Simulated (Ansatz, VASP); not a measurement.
# Cross-check of SiC between VASP and Ansatz, part 3 of 3

Aim: how closely do two programs agree when they are given the same cell, functional and k mesh? The cell is taken from a series of runs on this material, whose earlier steps may have relaxed, scaled, displaced or heated it; both programs get it as it stands.

VASP 6.6.1 and Ansatz 0.2.0.

So far: Starting point; VASP: zone-centre phonons, PBE.

## (3) Ansatz: zone-centre phonons, PBE

Level of this step: Ansatz beside VASP: Kohn-Sham DFT, plane waves, PBE (Ansatz).

Ansatz runs on its PAW soft_1 files.

The same cell, functional and mesh now go to Ansatz, which takes its cutoff from its data sets.

The input, input.yaml:

```yaml
crystal:
  lattice:
    - [3.1145047741, 0.0, 0.0]
    - [-1.557252387, 2.6972402546, 0.0]
    - [0.0, 0.0, 10.1969448147]
  atoms:
    - { symbol: C, position: [0.6666666667, 0.3333333333, 0.7497985315] }
    - { symbol: C, position: [0.3333333333, 0.6666666667, 0.2497985315] }
    - { symbol: C, position: [0.0, 0.0, 0.5004501072] }
    - { symbol: C, position: [0.0, 0.0, 0.0004501072] }
    - { symbol: Si, position: [0.6666666667, 0.3333333333, 0.937860175] }
    - { symbol: Si, position: [0.3333333333, 0.6666666667, 0.437860175] }
    - { symbol: Si, position: [0.0, 0.0, 0.6878901862] }
    - { symbol: Si, position: [0.0, 0.0, 0.1878901862] }
kpoints:
  mp_grid: { grid: [9, 9, 4] }
hamiltonian:
  xc: pbe
  pseudopotentials: { kind: paw, azcp: { folder: soft_1 } }
scf:
  occupations: { method: fixed }
output:
  eigenvalues: true
phonons:
  method: dfpt
  dielectric: true
  rigid_motions: translations
```

Started as:

```sh
$ ansatz run input.yaml --threads 8 --pin off --max-ram 16384MiB --backend cpu --events-out ev --progress --plain --runs-dir out
```

Numbers of over 12 decimals in the logs are rounded to 6 here.

Log:

```text
Engine: ansatz 0.2.0, x86_64-unknown-linux-gnu
Pseudopotentials: kind: paw
Pseudopotential: C, paw, valence charge 4, recommended cutoff 420 eV (normal), soft_1/C.paw.azcp
Pseudopotential: Si, paw, valence charge 4, recommended cutoff 420 eV (normal), soft_1/Si.paw.azcp
Functional definition: PBE
  parameter kappa = 0.804
  parameter beta = 0.066725
  exchange = pbe_x(kappa = kappa, mu = beta*pi^2/3)
  correlation = pbe_c(beta = beta)
Crystal: 8 atoms, lattice volume = 85.660 Å³
Basis set: ecut = 420 eV, 1655 PW (Γ), exchange–correlation on 48×48×144 points (8 copies of the dense FFT grid, shifted against one another)
Bands: 24, of which v1, the nominal top of the filled ones, is band 16 counted from 1 (15 counted from 0)
Symmetry: 12 space group operations
k-points: 95 of 324 (irreducible under 2 space group operations, time reversal used)
Non-local potential: C, projectors of the file, l = 0: 2, l = 1: 2, l = 2: 1
Non-local potential: Si, projectors of the file, l = 0: 2, l = 1: 2, l = 2: 1
PAW form: soft (Blöchl's): semilocal exchange-correlation on the pseudo side does not see the compensation charge
PAW one-centre angular grid: C, 110 points (default); XC on 64 Gauss nodes
PAW one-centre angular grid: Si, 110 points (default); XC on 64 Gauss nodes
Initial density: superposition of atomic densities (chi_scale 0.1, normalization cell, long waves kept (reshape's long-wave potential 0.00 eV rms))
Initial wavefunctions: pseudopotential atomic-orbital guess
Functional: x = pbe(κ = 0.804, μ = 0.219515), c = pbe(β = 0.066725)
SCF iter   1: F=—  HF=-3554.259150 eV  |F-HF|=—  |Δ(HF+E_count)|=         —  Δρ=1.32e-1  dr2=1.85e1  ethr=3.10e-3  ⟨swp⟩=5.0  Hψ=10552  notcnv=0  defer=520
preconditioner: auto → none  [insulator: Δε(μ)=4.017 eV  Ē_g=12.488 eV  n_scr=6 (ndim 8)  ℏωp=22.7 eV  f_vac=0.000  ε∞_Penn≈4.3]
SCF iter   2: F=—  HF=-3548.977731 eV  |F-HF|=—  |Δ(HF+E_count)|=    5.28e0  Δρ=4.96e-2  dr2=1.36e0  ethr=3.10e-3  ⟨swp⟩=4.0  Hψ=6269  notcnv=0  defer=557
SCF iter   3: F=—  HF=-3548.642303 eV  |F-HF|=—  |Δ(HF+E_count)|=   3.35e-1  Δρ=1.95e-2  dr2=1.70e-1  ethr=3.10e-3  ⟨swp⟩=2.4  Hψ=4206  notcnv=0  defer=558
SCF iter   4: F=—  HF=-3548.634324 eV  |F-HF|=—  |Δ(HF+E_count)|=   7.98e-3  Δρ=1.41e-3  dr2=1.30e-3  ethr=5.31e-4  ⟨swp⟩=2.0  Hψ=2203  notcnv=0  defer=568
SCF iter   5: F=—  HF=-3548.634831 eV  |F-HF|=—  |Δ(HF+E_count)|=   5.07e-4  Δρ=3.23e-4  dr2=1.18e-4  ethr=4.06e-6  ⟨swp⟩=2.1  Hψ=3665  notcnv=0  defer=570
SCF iter   6: F=—  HF=-3548.634816 eV  |F-HF|=—  |Δ(HF+E_count)|=   1.50e-5  Δρ=1.68e-4  dr2=1.13e-5  ethr=3.70e-7  ⟨swp⟩=2.1  Hψ=3068  notcnv=0  defer=510
SCF iter   7: F=—  HF=-3548.634826 eV  |F-HF|=—  |Δ(HF+E_count)|=   1.01e-5  Δρ=4.08e-5  dr2=1.72e-6  ethr=3.54e-8  ⟨swp⟩=2.0  Hψ=3204  notcnv=0  defer=299
SCF iter   8: F=—  HF=-3548.634826 eV  |F-HF|=—  |Δ(HF+E_count)|=   3.48e-7  Δρ=2.04e-5  dr2=2.15e-7  ethr=5.37e-9  ⟨swp⟩=2.3  Hψ=3335  notcnv=0  defer=279
SCF iter   9: F=—  HF=-3548.634826 eV  |F-HF|=—  |Δ(HF+E_count)|=   5.84e-8  Δρ=1.91e-6  dr2=2.42e-9  ethr=6.70e-10  ⟨swp⟩=2.6  Hψ=3344  notcnv=0  defer=279
SCF iter  10: F=-3548.634826 eV  HF=-3548.634826 eV  |F-HF|=1.04e-10  |Δ(HF+E_count)|=   3.63e-9  Δρ=4.06e-7  dr2=9.01e-11  ethr=1.00e-12  ⟨swp⟩=14.8  Hψ=19286  notcnv=0
SCF 1 converged in 10 iterations: F = -3548.634826 eV  dr2 = 9.01e-11
  greatest PAW one-centre occupation: 0.644 electrons in one spin orbital (limit 2), on the C atom at site 1 (counted from 0), in its partial waves of l = 0
NSCF: frozen V_eff on 4 k-points
DFPT response loops at Γ: preconditioner auto → Resta (q_TF=auto, 2.315 Å⁻¹)  ε∞=5.1 (no band partly filled); β = 1.00, the filter's whole step (`scf.mixing.beta` (0.50) is not read by the response loops at its default; to damp them type it under 1.00, their step now; it binds the ground state too); Broyden in place of MSR1
── the response to a field inside a basis, on 10×10×4 k-points: an SCF that follows is theirs, and a resumed run solves both again ──
Bands: 17, of which v1, the nominal top of the filled ones, is band 16 counted from 1 (15 counted from 0)
k-points: 60 of 400 (irreducible under 4 space group operations, time reversal used)
Initial density: handed on by an earlier stage of this run
Initial wavefunctions: pseudopotential atomic-orbital guess (no wavefunctions were taken with the density)
Eigensolver: Dense (60 Hₖ)
SCF iter   1: F=—  HF=-3548.622279 eV  |F-HF|=—  |Δ(HF+E_count)|=         —  Δρ=1.10e-4  dr2=2.74e-6  ethr=1.00e-1
preconditioner: auto → none  [insulator: Δε(μ)=2.383 eV  Ē_g=9.644 eV  n_scr=6 (ndim 8)  ℏωp=22.7 eV  f_vac=0.000  ε∞_Penn≈6.5]
SCF iter   2: F=—  HF=-3548.622282 eV  |F-HF|=—  |Δ(HF+E_count)|=   2.93e-6  Δρ=5.48e-5  dr2=6.29e-7  ethr=8.55e-9
SCF iter   3: F=-3548.622283 eV  HF=-3548.622283 eV  |F-HF|=5.45e-8  |Δ(HF+E_count)|=   1.09e-6  Δρ=6.36e-6  dr2=6.95e-8  ethr=1.97e-9
SCF 1 converged in 3 iterations: F = -3548.622283 eV  dr2 = 6.95e-8
  greatest PAW one-centre occupation: 0.644 electrons in one spin orbital (limit 2), on the C atom at site 0 (counted from 0), in its partial waves of l = 0
DFPT response loops at Γ: preconditioner auto → Resta (q_TF=auto, 2.315 Å⁻¹)  ε∞=5.0 (no band partly filled); β = 1.00, the filter's whole step (`scf.mixing.beta` (0.50) is not read by the response loops at its default; to damp them type it under 1.00, their step now; it binds the ground state too); Broyden in place of MSR1
SCF converged after 10 iterations
Free energy (F): -3548.634826 eV
Harris-Foulkes:  -3548.634826 eV  (|F-HF|=1.04e-10)
Internal energy: -3548.634826 eV  (E = F + TS)
E sigma→0 (E₀):  -3548.634826 eV
Fermi energy:    9.118852 eV
--- Per-component energies (eV) ---
  E_band       = 103.880250
  E_kinetic    = 526.213682
  E_local      = -392.067683  (includes V_loc(G=0)·N_el)
  E_nonlocal   = 179.233670
  E_hartree    = 129.539310
  E_xc         = -420.269663
  E_vxc        = -431.663296  (∫ρ·V_xc dr)
  E_paw        = -2445.935036  (= ΣΔE_a)
  E_vpaw       = -36.915035  (= ΣTr[D̂ρ^β])
  E_aug_tail   = 0.000218  (compensation charges beyond the density's cutoff)
  E_ewald      = -1125.349324
  E_smearing   = -0.000000  (= −TS)
  E_closure    = 0.000000  (closes the sum)
  Σ components = -3548.634826   (vs F -3548.634826, Δ=0.00e0)
--- Band table (eV; the first three rows and the last of 95) ---
  k-point 0: bands = [... 12 lower, 8.5384, 9.0688, 9.1189, 9.1189, 13.9041, 14.4825, 14.9863, 15.1114, ... 4 higher]
  k-point 1: bands = [... 12 lower, 8.7083, 8.7083, 9.0637, 9.0637, 13.9580, 14.3332, 15.2552, 15.2929, ... 4 higher]
  k-point 2: bands = [... 12 lower, 8.9138, 8.9138, 8.9138, 8.9138, 14.1116, 14.1116, 15.5196, 15.5196, ... 4 higher]
  k-point 94: bands = [... 12 lower, 5.9972, 5.9972, 7.7430, 7.7430, 13.3790, 13.3790, 14.4968, 14.4968, ... 4 higher]
--- Phonons (Γ-DFPT): 8 representative perturbations + reference, on 95 of 324 k-points (Σ response iterations 26) ---
  k mesh reduced under 2 symmetry operations, with k and −k counted as one. Each operation leaves every solved perturbation unchanged. A smaller set is not considered because the run solves the response to a homogeneous field
  ASR residual: 1.145e-4 → 0.000e0 eV/Å²; symmetrization residual: 1.936e-5 eV/Å²
  ASR residual per site (eV/Å²): 1.06e-4 1.06e-4 9.05e-5 9.05e-5 1.15e-4 1.15e-4 3.69e-5 3.69e-5
  Γ frequencies (cm⁻¹): 0.00 0.00 0.00 190.35 190.35 197.37 197.37 257.93 257.93 382.01 389.40 581.18 728.24 728.24 738.31 738.31 745.13 746.55 746.55 759.74 759.74 795.93 867.95 876.47
  ε∞ (high-frequency dielectric tensor):
        7.079300    -0.000000    -0.000000
       -0.000000     7.079300     0.000000
       -0.000000     0.000000     7.373790
  ε⁰ (static dielectric tensor: ions relaxed, cell fixed):
       10.443005    -0.000000     0.000000
       -0.000000    10.443005    -0.000000
        0.000000    -0.000000    11.127900
  ε⁰ − ε∞ (ionic part):
        3.363705     0.000000     0.000000
        0.000000     3.363705    -0.000000
        0.000000    -0.000000     3.754110
  softest optical mode at Γ: 190.35 cm⁻¹; the repairs (sum rule, projections) moved no ω² at Γ by more than (3.59 cm⁻¹)²
  Born effective charges Z* (e; rows j = field, columns β = displacement):
    site 0:
        -2.68916    0.00000   -0.00000
         0.00000   -2.68916    0.00000
         0.00000   -0.00000   -2.72363
    site 1:
        -2.68916    0.00000    0.00000
         0.00000   -2.68916   -0.00000
         0.00000    0.00000   -2.72363
    site 2:
        -2.64252    0.00000   -0.00000
        -0.00000   -2.64252   -0.00000
        -0.00000   -0.00000   -2.79761
    site 3:
        -2.64252   -0.00000    0.00000
        -0.00000   -2.64252    0.00000
         0.00000    0.00000   -2.79761
    site 4:
         2.66240   -0.00000    0.00000
         0.00000    2.66240   -0.00000
         0.00000    0.00000    2.62497
    site 5:
[...]
site 6:
[...]
site 7:
[...]
Z* charge neutrality: 8.841e-3 e pre-enforcement
  solved inside a basis spanned on kpoints, on 10×10×4 k-points, its susceptibility summed on 14×14×4: ε∞ is read to err by 2.7e-2, Z* by 1.6e-2 e (field_mesh: kpoints solves on kpoints); Z* is corrected for what the basis lacks
  optical modes at Γ without the LO–TO term, one row a degenerate level:
      ω (cm⁻¹)  modes    IR ((D/Å)²/amu)
[...]
optical modes at Γ + LO–TO along q̂ = [1.0000, 0.0000, 0.0000]:
      ω (cm⁻¹)  modes    IR ((D/Å)²/amu)
[...]
optical modes at Γ + LO–TO along q̂ = [0.0000, 1.0000, 0.0000]:
      ω (cm⁻¹)  modes    IR ((D/Å)²/amu)
[...]
optical modes at Γ + LO–TO along q̂ = [0.0000, 0.0000, 1.0000]:
      ω (cm⁻¹)  modes    IR ((D/Å)²/amu)
[...]
728.24      2             0.1602
        738.31      2             0.0000
        746.55      2             0.0000
        759.74      2           155.7526
        795.61      1             0.0580
        867.95      1             0.0000
        876.47      1             0.0000
        915.44      1            83.5806
```

## (4) Side by side

Known differences besides the potentials themselves: fixed occupations in Ansatz, narrow Gaussian smearing in VASP; VASP's response is taken on the typed mesh, Ansatz refines its own for the field response alone; the cutoff is 420 eV in Ansatz and 600 eV in VASP. Total energies have different zeros and are not compared.

Compared:

```
                                     quantity  Ansatz   VASP  difference
                                        ε∞ xx    7.08   7.14     -0.78 %
                                        ε∞ yy    7.08   7.14     -0.78 %
                                        ε∞ zz    7.37   7.38     -0.03 %
 Born charge of C1 (mean of the diagonal) (e)   -2.70  -2.68       -0.02
Born charge of Si5 (mean of the diagonal) (e)    2.65   2.63       +0.02
                   optical mode 1 to 2 (cm⁻¹)   190.3  190.7     -0.17 %
                   optical mode 3 to 4 (cm⁻¹)   197.4  197.7     -0.17 %
                   optical mode 5 to 6 (cm⁻¹)   257.9  258.4     -0.20 %
                        optical mode 7 (cm⁻¹)   382.0  382.3     -0.08 %
                        optical mode 8 (cm⁻¹)   389.4  390.0     -0.16 %
                        optical mode 9 (cm⁻¹)   581.2  580.4     +0.14 %
                 optical mode 10 to 11 (cm⁻¹)   728.2  728.5     -0.03 %
                 optical mode 12 to 13 (cm⁻¹)   738.3  738.3     +0.00 %
                       optical mode 14 (cm⁻¹)   745.1  745.1     +0.00 %
                 optical mode 15 to 16 (cm⁻¹)   746.5  746.5     +0.00 %
                 optical mode 17 to 18 (cm⁻¹)   759.7  760.2     -0.06 %
                       optical mode 19 (cm⁻¹)   795.9  795.9     +0.00 %
                       optical mode 20 (cm⁻¹)   868.0  867.4     +0.06 %
                       optical mode 21 (cm⁻¹)   876.5  875.8     +0.08 %
```

Modes are paired by rising frequency, not by their patterns, so a pair may set unlike modes beside each other; they are those without the splitting of longitudinal modes.

## (5) Outcome

```
r.m.s. difference of the optical zone-centre modes, each program's sorted by frequency (zone-centre phonons, PBE) : 0.40 cm⁻¹
difference in ε∞ xx (zone-centre phonons, PBE)                                                                    : -0.8 %
```

What this shows: The r.m.s. difference of the optical zone-centre modes, each program's sorted by frequency is 0.40 cm⁻¹ (zone-centre phonons, PBE). Among the rows given in per cent, the largest difference of the zone-centre phonons, PBE pair is in ε∞ xx, -0.8 %. How closely two codes agree says nothing of how well the functional describes the real material.

[Lines on the potential files, build, host, timing and source positions are cut from VASP's logs without a mark.]

[Logs are printed without paths, hosts, clocks, repeated set-up lines and the standing remarks that a program may print on its own settings, such as how far it seeks lower states.]

[Hosts, paths, dates, database ids (printed as entryN), source tags and the programs' standing remarks are cut or masked in the printed files.]
